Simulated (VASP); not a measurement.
Method: PBE GGA with D3 dispersion (Becke-Johnson damping), VASP's PBE PAW potentials (set 64) (plane waves; VASP 6.6.1).

VASP input:

INCAR:
```
SYSTEM = PtS2
PREC = Accurate
ENCUT = 520
EDIFF = 1E-7
NELM = 100
ALGO = Normal
LREAL = .FALSE.
LASPH = .TRUE.
ISMEAR = 0
SIGMA = 0.05
GGA = PE
IVDW = 12
LMAXMIX = 6
LWAVE = .FALSE.
LCHARG = .FALSE.
LORBIT = 11
ICHARG = 11
```

**POSCAR**
```
PtS2
3.580610
  0.4999999485  -0.8660253349   0.0000000000
  0.4999999485   0.8660253349   0.0000000000
  0.0000000000   0.0000000000   1.3016979058
Pt S
1 2
direct
  0.0000000000   0.0000000000   0.0000000000
  0.3333330000   0.6666670000   0.2585962219
  0.6666670000   0.3333330000   0.7414037781
```

KPOINTS:
```
k-points along high-symmetry lines
10
Line-mode
Reciprocal
  0.000000   0.000000   0.000000 ! GAMMA
  0.500000  -0.000000   0.000000 ! M

  0.500000  -0.000000   0.000000 ! M
  0.333333   0.333333   0.000000 ! K

  0.333333   0.333333   0.000000 ! K
  0.000000   0.000000   0.000000 ! GAMMA

  0.000000   0.000000   0.000000 ! GAMMA
  0.000000   0.000000   0.500000 ! A

  0.000000   0.000000   0.500000 ! A
  0.500000  -0.000000   0.500000 ! L

  0.500000  -0.000000   0.500000 ! L
  0.333333   0.333333   0.500000 ! H

  0.333333   0.333333   0.500000 ! H
  0.000000   0.000000   0.500000 ! A

  0.500000  -0.000000   0.500000 ! L
  0.500000  -0.000000   0.000000 ! M

  0.333333   0.333333   0.500000 ! H
  0.333333   0.333333   0.000000 ! K
```

POTCAR, in this order: Pt S (PBE.64 set). Program: vasp_std. Read from the step before: CHGCAR.

Output of the run:

File OSZICAR:
```
       N       E                     dE             d eps       ncg     rms          rms(c)
DAV:   1     0.116454767230E+03    0.11645E+03   -0.10792E+04  2716   0.132E+03
DAV:   2    -0.105509935946E+02   -0.12701E+03   -0.12445E+03  3484   0.252E+02
DAV:   3    -0.151359530354E+02   -0.45850E+01   -0.45455E+01  3330   0.503E+01
DAV:   4    -0.151873869499E+02   -0.51434E-01   -0.51125E-01  3505   0.580E+00
DAV:   5    -0.151882854649E+02   -0.89852E-03   -0.89838E-03  3484   0.737E-01
DAV:   6    -0.151883101642E+02   -0.24699E-04   -0.24698E-04  3586   0.118E-01
DAV:   7    -0.151883109673E+02   -0.80305E-06   -0.80323E-06  3492   0.197E-02
DAV:   8    -0.151883109987E+02   -0.31372E-07   -0.31299E-07  3517   0.363E-03
   1 F= -.16545005E+02 E0= -.16544508E+02  d E =-.993114E-03
```

File OUTCAR:
```
 val. band max:        8.0307307429   @ k =   0.0000   0.0000   0.0000

 cond. band min:       8.1577868270   @ k =   0.3519   0.2963   0.0000



 k-point     1 :       0.0000    0.0000    0.0000
  band No.  band energies     occupation
      1      -7.9820      2.00000
      2      -4.5459      2.00000
      3       0.3459      2.00000
      4       0.8976      2.00000
      5       0.8976      2.00000
      6       3.7451      2.00000
      7       3.7451      2.00000
      8       5.4982      2.00000
      9       6.3878      2.00000
     10       6.3878      2.00000
     11       8.0307      1.41124
     12       9.1525      0.00000
     13       9.1525      0.00000
     14      11.6045      0.00000
     15      13.0138      0.00000

 k-point     2 :       0.0556    0.0000    0.0000
  band No.  band energies     occupation
      1      -7.9431      2.00000
      2      -4.5751      2.00000
      3       0.3895      2.00000
      4       0.9238      2.00000
      5       0.9415      2.00000
      6       3.6899      2.00000
      7       3.7130      2.00000
      8       5.3917      2.00000
      9       6.3289      2.00000
     10       6.3725      2.00000
     11       7.9018      1.99997
     12       9.1541      0.00000
     13       9.1625      0.00000
     14      11.8465      0.00000
     15      13.1752      0.00000

 k-point     3 :       0.1111    0.0000    0.0000
  band No.  band energies     occupation
      1      -7.8280      2.00000
      2      -4.6577      2.00000
      3       0.5173      2.00000
      4       0.9997      2.00000
      5       1.0685      2.00000
      6       3.5110      2.00000
      7       3.6285      2.00000
      8       5.0985      2.00000
      9       6.2020      2.00000
     10       6.3111      2.00000
     11       7.5711      2.00000
     12       9.2009      0.00000
     13       9.2076      0.00000
     14      12.4060      0.00000
     15      13.5863      0.00000

...
```

The density is held fixed in this step, so its total energy and stress have no physical meaning. Unless said otherwise, spin-orbit coupling is left out, though it shifts the bands of the heavy elements here.

The compound is PtS2 in the 1T layered structure. It was relaxed first, which changed the volume by -5 %.
